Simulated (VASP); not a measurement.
Given:

```
CELL_PARAMETERS angstrom
      0.00000     3.22421     3.22421
      3.22421     0.00000     3.22421
      3.22421     3.22421     0.00000
ATOMIC_POSITIONS crystal
  Hg 0.00000 0.00000 0.00000
  Te 0.25000 0.25000 0.25000
```

Level of theory: LDA (Ceperley-Alder, Perdew-Zunger), VASP's LDA PAW potentials (set 64) (plane waves; VASP). Settings: 520 eV cut-off, Gaussian smearing of 0.050 eV, potentials Hg Te.

Unless said otherwise, spin-orbit coupling is left out, though it shifts the bands of the heavy elements here.

Task: Estimate the band gap (along the path) with the smallest direct gap where there is one.

Result: 
```
Property                                                     Result
-------------------------  ----------------------------------------
band gap (along the path)  none (metal, semimetal or under 0.01 eV)
```

Only differences to runs with the same potentials and settings are physical.

The compound is HgTe in the zinc blende structure. It was relaxed first.
